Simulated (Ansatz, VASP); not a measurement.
# ZnO (zincite): VASP beside Ansatz

Aim: how closely do two programs agree when they are given the same cell, functional and k mesh? The structure shown is the end of the Ansatz relaxation below.

Calculated with Ansatz 0.2.0; plane waves, with VASP 6.6.1 beside it; single point at LDA.

**1. Set-up**

It takes space group P6_3mc (No. 186, hexagonal). Conventional cell: a = 3.144 Å, b = 3.144 Å, c = 5.085 Å, α = 90.00°, β = 90.00°, γ = 120.00°. Nearest to O lie 4 Zn at 1.92 Å. Nearest to Zn lie 4 O at 1.92 Å. Farther neighbours and most contacts between anions are not listed.

Structure file:

```cif
data_structure
_symmetry_space_group_name_H-M 'P 1'
_symmetry_Int_Tables_number 1
_cell_length_a 3.1437
_cell_length_b 3.1437
_cell_length_c 5.0850
_cell_angle_alpha 90.000
_cell_angle_beta 90.000
_cell_angle_gamma 120.000
_cell_volume 43.52
loop_
_atom_site_label
_atom_site_type_symbol
_atom_site_fract_x
_atom_site_fract_y
_atom_site_fract_z
_atom_site_occupancy
O1 O 0.66667 0.33333 0.37860 1
O2 O 0.33333 0.66667 0.87860 1
Zn3 Zn 0.33333 0.66667 0.50041 1
Zn4 Zn 0.66667 0.33333 0.00041 1
```

**2. Ansatz: relaxation, LDA**

Ansatz runs on its PAW soft_1 files.

This run makes the geometry at which the two programs are then compared.

input.yaml

```yaml
crystal:
  lattice:
    - [3.1440107915, 0.0, 0.0]
    - [-1.5720053958, 2.7227932152, 0.0]
    - [0.0, 0.0, 5.0839473702]
  atoms:
    - { symbol: O, position: [0.6666666667, 0.3333333333, 0.3786656167] }
    - { symbol: O, position: [0.3333333333, 0.6666666667, 0.8786656167] }
    - { symbol: Zn, position: [0.3333333333, 0.6666666667, 0.5003443833] }
    - { symbol: Zn, position: [0.6666666667, 0.3333333333, 0.0003443833] }
kpoints:
  mp_grid: { grid: [15, 15, 10] }
hamiltonian:
  xc: lda
  pseudopotentials: { kind: paw, azcp: { folder: soft_1 }, xc_functional: pbe }
scf:
  occupations: { method: gaussian, width: 0.02 }
output:
  forces: true
  stress: true
  eigenvalues: true
relax:
  adjacent_minimum: "off"
  f_tol: 0.001
  max_steps: 60
  cell: { stress_tol: 0.01, fix: [volume] }
```

Run with:

```console
ansatz run input.yaml --threads 8 --pin off --max-ram 16384MiB --backend cpu --events-out ev --progress --plain --runs-dir out
```

Numbers of over 12 decimals in the logs are rounded to 6 here.

The program printed:

```text
Engine: ansatz 0.2.0, aarch64-unknown-linux-gnu
Pseudopotentials: kind: paw
Pseudopotential: O, paw, valence charge 6, recommended cutoff 420 eV (normal), soft_1/O.paw.azcp
Pseudopotential: Zn, paw, valence charge 12, recommended cutoff 420 eV (normal), soft_1/Zn.paw.azcp
Functional definition: SPW92
  exchange = slater_x
  correlation = pw_c
Crystal: 4 atoms, lattice volume = 43.521 Å³
Basis set: ecut = 420 eV, 845 PW (Γ)
Bands: 22, of which v1, the nominal top of the filled ones, is band 18 counted from 1 (17 counted from 0)
Symmetry: 12 space group operations
Space group: P63mc (ITA 186), of the structure as read, at distance tolerance 3.5e-5 Å
k-points: 162 of 2250 (time reversal used)
Non-local potential: O, projectors of the file, l = 0: 2, l = 1: 2, l = 2: 1
Non-local potential: Zn, projectors of the file, l = 0: 2, l = 1: 2, l = 2: 3, l = 3: 1
PAW form: soft (Blöchl's): semilocal exchange-correlation on the pseudo side does not see the compensation charge
PAW frozen core: O, regenerated for the run's functional, and the local potential with it (the file was generated under x = pbe(κ = 0.804, μ = 0.219515), c = pbe(β = 0.066725))
PAW frozen core: Zn, regenerated for the run's functional, and the local potential with it (the file was generated under x = pbe(κ = 0.804, μ = 0.219515), c = pbe(β = 0.066725))
PAW one-centre angular grid: O, 110 points (default); XC on 64 Gauss nodes
PAW one-centre angular grid: Zn, 590 points (default); XC on 64 Gauss nodes
Initial density: superposition of atomic densities (chi_scale 0.1, normalization cell, long waves kept (reshape's long-wave potential 0.00 eV rms))
Initial wavefunctions: pseudopotential atomic-orbital guess
Functional: x = slater, c = lda
SCF iter   1: F=—  HF=-7604.833700 eV  |F-HF|=—  |Δ(HF+E_count)|=         —  Δρ=1.11e-1  dr2=2.88e0  ethr=3.10e-3  ⟨swp⟩=6.0  Hψ=18798  notcnv=0
preconditioner: auto → Resta (q_TF=auto, 2.643 Å⁻¹)  ε∞=6.5  [insulator: Δε(μ)=1.459 eV  Ē_g=14.430 eV  σ=0.020 eV  W_gap=1.00  n_scr=22 (ndim 8)  ℏωp=33.8 eV  f_vac=0.000  D(μ)=0.00/eV (n_scr^D=0)  ε∞_Penn≈6.5]
SCF iter   2: F=—  HF=-7604.040450 eV  |F-HF|=—  |Δ(HF+E_count)|=   7.93e-1  Δρ=2.29e-2  dr2=2.01e-1  ethr=3.10e-3  ⟨swp⟩=2.7  Hψ=8288  notcnv=0
SCF iter   3: F=—  HF=-7603.930302 eV  |F-HF|=—  |Δ(HF+E_count)|=   1.10e-1  Δρ=1.86e-2  dr2=1.25e-1  ethr=5.59e-4  ⟨swp⟩=2.0  Hψ=8099  notcnv=0
SCF iter   4: F=—  HF=-7603.910827 eV  |F-HF|=—  |Δ(HF+E_count)|=   1.95e-2  Δρ=7.86e-3  dr2=1.20e-2  ethr=3.47e-4  ⟨swp⟩=2.5  Hψ=6896  notcnv=0
SCF iter   5: F=—  HF=-7603.916766 eV  |F-HF|=—  |Δ(HF+E_count)|=   5.94e-3  Δρ=2.38e-3  dr2=1.96e-3  ethr=3.32e-5  ⟨swp⟩=2.2  Hψ=8126  notcnv=0
SCF iter   6: F=—  HF=-7603.916288 eV  |F-HF|=—  |Δ(HF+E_count)|=   4.78e-4  Δρ=1.05e-3  dr2=2.65e-4  ethr=5.44e-6  ⟨swp⟩=2.3  Hψ=6797  notcnv=0
SCF iter   7: F=—  HF=-7603.916305 eV  |F-HF|=—  |Δ(HF+E_count)|=   1.65e-5  Δρ=1.62e-4  dr2=9.66e-6  ethr=7.37e-7  ⟨swp⟩=2.5  Hψ=6055  notcnv=0
SCF iter   8: F=—  HF=-7603.916310 eV  |F-HF|=—  |Δ(HF+E_count)|=   5.14e-6  Δρ=3.86e-5  dr2=5.42e-7  ethr=2.68e-8  ⟨swp⟩=2.4  Hψ=6500  notcnv=0
SCF iter   9: F=-7603.916310 eV  HF=-7603.916310 eV  |F-HF|=5.35e-9  |Δ(HF+E_count)|=   5.28e-8  Δρ=6.77e-6  dr2=1.29e-8  ethr=2.78e-10  ⟨swp⟩=6.2  Hψ=18634  notcnv=0
SCF 1 converged in 9 iterations: F = -7603.916310 eV  dr2 = 1.29e-8
  greatest PAW one-centre occupation: 0.988 electrons in one spin orbital (limit 2), on the Zn atom at site 2 (counted from 0), in its partial waves of l = 2
relax step   1: F+E_penalty+E_count = -7603.91631007 eV  Δ(F+E_penalty+E_count) = +0.000e0 eV  max|allowed force component| = 2.229e-3 eV/Å  Δτ_max = 0.0000 Å  P = +7.201 GPa  Ω = 43.521 Å³  fix = [volume]  reactions: volume +7.201 GPa  (9 SCF iters, dr2 threshold 1.00e-7 eV, accepted)
[...]
relax step   5: F+E_penalty+E_count = -7603.91630608 eV  Δ(F+E_penalty+E_count) = +8.232e-7 eV  max|allowed force component| = 1.141e-3 eV/Å  Δτ_max = 0.0001 Å  P = +7.200 GPa  Ω = 43.521 Å³  energy of the carried Pulay correction = -4.588e-7 eV  fix = [volume]  (5 SCF iters, dr2 threshold 2.66e-10 eV, rejected (line search))
[...]
relax step   6: F+E_penalty+E_count = -7603.91630686 eV  Δ(F+E_penalty+E_count) = +4.021e-8 eV  max|allowed force component| = 5.479e-6 eV/Å  Δτ_max = 0.0001 Å  P = +7.200 GPa  Ω = 43.521 Å³  energy of the carried Pulay correction = -1.606e-7 eV  fix = [volume]  reactions: volume +7.200 GPa  (7 SCF iters, accepted)
[...]
relax step   7: F+E_penalty+E_count = -7603.91629946 eV  Δ(F+E_penalty+E_count) = +7.408e-6 eV  max|allowed force component| = 5.980e-6 eV/Å  Δτ_max = 0.0000 Å  P = +7.200 GPa  Ω = 43.521 Å³  fix = [volume]  reactions: volume +7.200 GPa  stress off target by 7.09e-4 GPa on what of the cell is left free  SCF on the basis re-selected at this cell (its energy is not comparable with the rows above)  (7 SCF iters)
basis re-selected at this cell: Δ(F+E_penalty+E_count) = +7.408e-6 eV, ΔP = +0.000 GPa vs the last step (what re-selecting the basis moved, of the pressure what is left beyond the Pulay correction that the steps carried, after the strain that the cell walked since its last selection, with what the two solves' SCF thresholds leave and, on support functions, any second-order correction that the steps lacked; it is no m [...]
SCF converged after 7 iterations
Free energy (F): -7603.916299 eV
Harris-Foulkes:  -7603.916299 eV  (|F-HF|=0.00e0)
Internal energy: -7603.916299 eV  (E = F + TS)
E sigma→0 (E₀):  -7603.916299 eV
Fermi energy:    8.579089 eV
--- Per-component energies (eV) ---
  E_band       = 86.031205
  E_kinetic    = 634.718933
  E_local      = -4308.421095  (includes V_loc(G=0)·N_el)
  E_nonlocal   = 1763.874272
  E_hartree    = 1611.020002
  E_xc         = -296.616915
  E_vxc        = -284.725469  (∫ρ·V_xc dr)
  E_paw        = -3959.168936  (= ΣΔE_a)
  E_vpaw       = -941.456597  (= ΣTr[D̂ρ^β])
  E_aug_tail   = 0.001150  (compensation charges beyond the density's cutoff)
  E_ewald      = -3052.631841
  E_core_change = 3.308130  (= ΣΔE_core)
  E_smearing   = -0.000000  (= −TS)
  E_closure    = 0.000000  (closes the sum)
  Σ components = -7603.916299   (vs F -7603.916299, Δ=0.00e0)
--- Forces (eV/Å), atoms counted from 1 ---
  atom   1  O      0.00000000    -0.00000000     0.00000329
  atom   2  O     -0.00000000     0.00000000     0.00000329
  atom   3  Zn     0.00000000    -0.00000000    -0.00000867
  atom   4  Zn     0.00000000     0.00000000    -0.00000867
  max |Σ_I F_I| component: 1.08e-5 eV/Å
--- Stress (GPa, compression-positive) ---
        7.199986       0.000000      -0.000000
        0.000000       7.199986       0.000000
       -0.000000       0.000000       7.201049
  P = ⅓ Tr σ = 7.2003 GPa (72.003 kbar)
--- Band table (eV; the first three rows and the last of 162) ---
  k-point 0: bands = [... 14 lower, 7.2386, 8.0297, 8.1511, 8.1511, 9.0068, 13.5899, 16.4676, 21.3517]
  k-point 1: bands = [... 14 lower, 7.2613, 7.7758, 8.1291, 8.1291, 9.2937, 13.4949, 16.5483, 21.3504]
  k-point 2: bands = [... 14 lower, 7.3267, 7.3267, 8.0654, 8.0654, 9.8429, 13.2260, 16.7833, 21.0960]
  k-point 161: bands = [... 14 lower, 5.1396, 5.1396, 6.6888, 6.6888, 16.1241, 16.1241, 16.4031, 16.4031]
--- Relaxed structure (5 steps of the walk, 4 accepted, 2 SCFs on fresh bases) ---
  F+E_penalty+E_count = -7603.91629946 eV   max|allowed force component| = 5.980e-6 eV/Å   (the final SCF, on the basis selected at the relaxed cell)
  cell:  # Å, volume = 43.5211 Å³
    - [3.143694, 2.8864591775445617e-11, 0]
    - [-1.571847, 2.722519, 0]
    - [0, 0, 5.084972]
  atoms:
    - { symbol: O, position: [0.666667, 0.333333, 0.378597] }
    - { symbol: O, position: [0.333333, 0.666667, 0.878597] }
    - { symbol: Zn, position: [0.333333, 0.666667, 0.500413] }
    - { symbol: Zn, position: [0.666667, 0.333333, 0.000413437] }
```

**3. VASP: single point, LDA**

The same cell, functional (in two slightly different forms), mesh and smearing now go to VASP, with its own data sets.

Lines of VASP's logs that name or quote its potential files are left out, and so is its time.

INCAR

```
SYSTEM = ZnO
PREC = Accurate
ENCUT = 600
EDIFF = 1E-06
NELM = 120
ISMEAR = 0
SIGMA = 0.02
LREAL = .FALSE.
ALGO = Normal
GGA = CA
NBANDS = 24
LORBIT = 11
LWAVE = .FALSE.
LCHARG = .FALSE.
ISIF = 2
LASPH = .TRUE.
GGA_COMPAT = .FALSE.
EFERMI = MIDGAP
```

POSCAR

```
ZnO
1.0
    3.1436938830      0.0000000000      0.0000000000
   -1.5718469415      2.7225187644      0.0000000000
    0.0000000000      0.0000000000      5.0849724236
O Zn
2 2
Direct
    0.6666666667      0.3333333333      0.3785965627
    0.3333333333      0.6666666667      0.8785965627
    0.3333333333      0.6666666667      0.5004134373
    0.6666666667      0.3333333333      0.0004134373
```

KPOINTS

```
Automatic mesh
0
Gamma
15 15 10
0 0 0
```

The projector-augmented-wave data sets are O and Zn (LDA family, release 64).

Run with:

```console
mpirun -np 1 vasp_std
```

The program printed:

```text
[banner, memory and clock lines left out]
running    1 mpi-ranks, on    1 nodes
 distrk:  each k-point on    1 cores,    1 groups
 distr:  one band on    1 cores,    1 groups

 POSCAR found type information on POSCAR O Zn
 POSCAR found :  2 types and       4 ions
 LDA part: xc-table for (Slater(with rela. corr.)+CA(PZ))
 , standard interpolation
 POSCAR, INCAR and KPOINTS ok, starting setup
 FFT: planning ... GRIDC
 FFT: planning ... GRID_SOFT
 FFT: planning ... GRID
 WAVECAR not read
 entering main loop
       N       E                     dE             d eps       ncg     rms          rms(c)
DAV:   1     0.299126514933E+03    0.29913E+03   -0.20443E+04  7904   0.248E+03
DAV:   2     0.449214301896E+01   -0.29463E+03   -0.27939E+03  8432   0.459E+02
DAV:   3    -0.237683187357E+02   -0.28260E+02   -0.28048E+02  9008   0.147E+02
DAV:   4    -0.242144087656E+02   -0.44609E+00   -0.44587E+00  8936   0.192E+01
DAV:   5    -0.242171509808E+02   -0.27422E-02   -0.27422E-02  8968   0.145E+00    0.168E+01
DAV:   6    -0.210216796733E+02    0.31955E+01   -0.80824E+00 13216   0.650E+01    0.109E+01
DAV:   7    -0.211654393614E+02   -0.14376E+00   -0.25468E+00  7856   0.175E+01    0.623E+00
DAV:   8    -0.211534339474E+02    0.12005E-01   -0.60833E-01 10784   0.743E+00    0.166E+00
DAV:   9    -0.211029151809E+02    0.50519E-01   -0.12221E-01 12032   0.700E+00    0.316E-01
DAV:  10    -0.211053796080E+02   -0.24644E-02   -0.39570E-02  7840   0.143E+00    0.116E-01
DAV:  11    -0.211052246030E+02    0.15501E-03   -0.78127E-04 11120   0.289E-01    0.237E-02
DAV:  12    -0.211052355611E+02   -0.10958E-04   -0.42162E-05  9136   0.681E-02    0.169E-02
DAV:  13    -0.211052337944E+02    0.17667E-05   -0.28787E-06  7864   0.183E-02    0.856E-03
DAV:  14    -0.211052327739E+02    0.10205E-05   -0.39497E-06  7816   0.165E-02    0.107E-03
DAV:  15    -0.211052327576E+02    0.16300E-07   -0.10393E-07  4256   0.678E-03
   1 F= -.21105233E+02 E0= -.21105233E+02  d E =0.000000E+00
```

From OUTCAR (step 3):

```text
ion  position               nearest neighbor table
   1  0.667  0.333  0.379-   3 1.92   3 1.92   3 1.92   4 1.92
   2  0.333  0.667  0.879-   4 1.92   4 1.92   4 1.92   3 1.92
   3  0.333  0.667  0.500-   1 1.92   1 1.92   1 1.92   2 1.92
   4  0.667  0.333  0.000-   2 1.92   2 1.92   2 1.92   1 1.92

  LATTYP: Found a hexagonal cell.
 ALAT       =     3.1436938830
 C/A-ratio  =     1.6175151312

 Subroutine GETGRP returns: Found 12 space group operations
 (whereof  6 operations were pure point group operations)

The static configuration has the point symmetry C_3v.
 The point group associated with its full space group is C_6v.

 Found    162 irreducible k-points:

   k-points           NKPTS =    162   k-points in BZ     NKDIM =    162   number of bands    NBANDS=     24

   dimension x,y,z NGX =    28 NGY =   28 NGZ =   42
   dimension x,y,z NGXF=    56 NGYF=   56 NGZF=   84

   ENCUT  =  600.0 eV  44.10 Ry    6.64 a.u.   6.28  6.28 10.16*2*pi/ulx,y,z

   NELECT =      36.0000    total number of electrons

 k-points in reciprocal lattice and weights: Automatic mesh
   0.00000000  0.00000000  0.00000000       0.000
   0.06666667  0.00000000  0.00000000       0.003
   0.13333333 -0.00000000  0.00000000       0.003
   0.20000000 -0.00000000  0.00000000       0.003
   0.26666667 -0.00000000  0.00000000       0.003
   0.33333333 -0.00000000  0.00000000       0.003
   0.40000000  0.00000000  0.00000000       0.003
   0.46666667  0.00000000  0.00000000       0.003
   0.06666667  0.06666667  0.00000000       0.003
[...]
0.33333333  0.26666667  0.50000000       0.005
   0.33333333  0.33333333  0.50000000       0.001

 average (electrostatic) potential at core
       1 -73.7837       2 -73.7837       3 -36.3575       4 -36.3575

 E-fermi :   2.1973

 k-point     1 :       0.0000    0.0000    0.0000
  band No.  band energies     occupation
    ...
     14       0.8465      2.00000
     15       0.8465      2.00000
     16       1.6413      2.00000
     17       1.7599      2.00000
     18       1.7599      2.00000
     19       2.6346      0.00000
     20       7.2109      0.00000
     21      10.0926      0.00000
     22      14.9386      0.00000
     23      14.9386      0.00000
    ...

 k-point     2 :       0.0667    0.0000    0.0000
  band No.  band energies     occupation
    ...
     14       0.6660      2.00000
     15       0.7778      2.00000
     16       1.4153      2.00000
     17       1.6090      2.00000
     18       1.7235      2.00000
     19       3.0357      0.00000
     20       7.4183      0.00000
     21      10.0839      0.00000
     22      14.3742      0.00000
     23      14.9905      0.00000
    ...

 k-point     3 :       0.1333   -0.0000    0.0000
  band No.  band energies     occupation
    ...
     14       0.1770      2.00000
     15       0.5846      2.00000
     16       0.8906      2.00000
     17       1.5075      2.00000
     18       1.6179      2.00000
     19       3.7385      0.00000
     20       7.9604      0.00000
     21      10.0538      0.00000
     22      13.3057      0.00000
     23      15.1277      0.00000
    ...

  Total        2.3017003      2.3017003      2.3040155      0.0000000     -0.0000000      0.0000000
  in kB       84.7343750     84.7343750     84.8196042      0.0000000     -0.0000000      0.0000000
  external PRESSURE =      84.7627847 kB  Pullay stress =       0.0000000 kB

  energy-cutoff  :      600.00
  volume of cell :       43.52
      direct lattice vectors                 reciprocal lattice vectors
     3.143693883  0.000000000  0.000000000     0.318097129  0.183653463  0.000000000
    -1.571846942  2.722518764  0.000000000     0.000000000  0.367306927  0.000000000
     0.000000000  0.000000000  5.084972424     0.000000000  0.000000000  0.196657900

 POSITION                                       TOTAL-FORCE (eV/Angst)
 -----------------------------------------------------------------------------------
      1.57185      0.90751      1.92515         0.000000      0.000000     -0.001490
     -0.00000      1.81501      4.46764        -0.000000      0.000000     -0.001490
     -0.00000      1.81501      2.54459        -0.000000      0.000000      0.001490
      1.57185      0.90751      0.00210         0.000000     -0.000000      0.001490
 -----------------------------------------------------------------------------------
    total drift:                               -0.000000     -0.000000      0.000065

  FREE ENERGIE OF THE ION-ELECTRON SYSTEM (eV)
  ---------------------------------------------------
  free  energy   TOTEN  =       -21.1052327576 eV

  energy  without entropy=      -21.1052327576  energy(sigma->0) =      -21.10523276

 total charge
# of ion       s       p       d       tot
------------------------------------------
    1        1.532   3.490   0.000   5.023
    2        1.532   3.490   0.000   5.023
    3        0.495   0.587   9.938  11.020
    4        0.495   0.587   9.938  11.020
--------------------------------------------------
tot          4.054   8.155  19.876  32.086

[... 3 further parts left out ...]
```

The run ends at a pressure of 8.48 GPa, with forces up to 0.0015 eV/Å.

**4. Side by side**

Known differences besides the potentials themselves: the two LDA forms differ slightly; the cutoff is 420 eV in Ansatz and 600 eV in VASP; VASP's log shows a relativistic correction to its local exchange, Ansatz's none; Ansatz's pressure holds a Pulay correction, VASP's none. Total energies have different zeros and are not compared.

Both answers:

| quantity | Ansatz | VASP | difference |
| --- | --- | --- | --- |
| pressure (GPa) | 7.20 | 8.48 | -1.28 |
| gap on the k mesh (eV) | 0.856 | 0.875 | -0.019 |

A gap on the mesh is an upper bound, since the band edges may lie between its points.

**5. What came out**

* difference in pressure (single point, LDA): -1.3 GPa

What this shows: The difference in pressure is -1.3 GPa (single point, LDA), beyond the 1 GPa picked in this series as the mark of a large difference. What causes the difference of the single point, LDA pair stays open here. Such differences can come from data sets, numerical settings and the points named under the comparisons, not from the functional's error against experiment.

[Lines on the potential files, build, host, timing and source positions are cut from VASP's logs without a mark.]

[Logs are printed without paths, hosts, clocks, repeated set-up lines and the standing remarks that a program may print on its own settings, such as how far it seeks lower states.]

[Hosts, paths, dates, database ids (printed as entryN), source tags and the programs' standing remarks are cut or masked in the printed files.]
